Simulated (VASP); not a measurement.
Set up this calculation in VASP 6.6.1, as the native input.

```yaml
Task: single point
Functional: PBE
Dispersion: D3(BJ)
Potentials_or_basis: VASP PAW PBE potentials, release 64 (O, H, Mg, Cl)
Cutoff: 520 eV
k_mesh: 1 × 1 × 1
Occupations: fermi-dirac, width 0.02 eV
Spin: no spin polarisation
Dipole_correction: no
Further_INCAR_settings: LREAL = Auto; ALGO = Fast; EDIFF = 1e-06; NBANDS = 59
```

The structure of MgH16Cl2O8 lies in POSCAR:

```
MgH16Cl2O8
1.0
    6.7386640000      0.0000000000      0.0000000000
    0.0000000000      6.7386640000      0.0000000000
    0.0000000000      0.0000000000      6.7386640000
O H Mg Cl
8 16 1 2
Direct
    0.0365651114      0.7453702989      0.3040216874
    1.0661608889      0.4532352407      0.5879800506
    0.4740108722      0.3240404923      0.8063022581
    0.3003117532      0.9017514451      0.8285618633
    0.4424022328      0.4448359497      0.1997576968
    0.6806245274     -0.0325287030     -0.0350366185
    0.9419968112      0.0899139651      0.6065000421
    0.3477395519      0.1310200360      0.4342106981
   -0.0949743154      0.7358877071      0.3502771469
    0.0883112736      0.8717158179      0.3346509041
    1.0380692671      0.5290514559      0.7074399317
    1.0877823854      0.5483727932      0.4806590743
    0.5081125873      0.3817670684      0.9374113326
    0.5350467096      0.4355462745      0.7229622964
    0.4065049096      0.9228238713      0.9280771381
    0.3597300593      0.8240209038      0.7204098617
    0.3009201824      0.4674368688      0.1723041837
    0.4893254805      0.5558965397      0.2908440011
    0.7551051662      0.0835031989     -0.0377819698
    0.7785222709     -0.1186585353      0.0282400191
    0.8265733386      0.0206569136      0.6525329056
    0.8780672252      0.2260685501      0.5983381869
    0.3877326426      0.2410566842      0.3461962193
    0.4373270429      0.0214285799      0.4089683059
    0.2094628846      0.1869361642      0.7047836188
    0.0360605604      0.2796399999      0.0074495479
    0.5770283249      0.7180058243      0.5257718741
```

The cell was built by a generator and needn't be a form met in nature.

These files were run (other wordings do the same):

INCAR

```
SYSTEM = MgH16Cl2O8
PREC = Accurate ; ENCUT = 520
EDIFF = 1E-6 ; ISMEAR = -1
SIGMA = 0.02 ; LREAL = Auto
LASPH = .True. ; NELM = 100
ALGO = Fast ; ISIF = 2
LWAVE = .False. ; LCHARG = .False.
GGA = PE ; IVDW = 12
NBANDS = 59
```

KPOINTS

```
Automatic mesh
0
Gamma
  1 1 1
  0 0 0
```

Potentials or basis: VASP PAW PBE potentials, release 64 (O, H, Mg, Cl).

Command:

```bash
$ cat potpaw_PBE.64/O/POTCAR potpaw_PBE.64/H/POTCAR potpaw_PBE.64/Mg/POTCAR potpaw_PBE.64/Cl/POTCAR > POTCAR
$ mpirun -np 1 vasp_gam > vasp.out
```

It gave:

```yaml
Pressure: 0.5 GPa
Largest_force: 3.205 eV/Å
Band_gap_on_the_k_mesh: 4.20 eV, direct
Dispersion_energy_per_atom: -0.051 eV
```

Wall time 26 s on 1 thread of Intel(R) Xeon(R) Platinum 8488C (Sapphire Rapids), with other jobs on the host, peak memory 0.36 GiB.
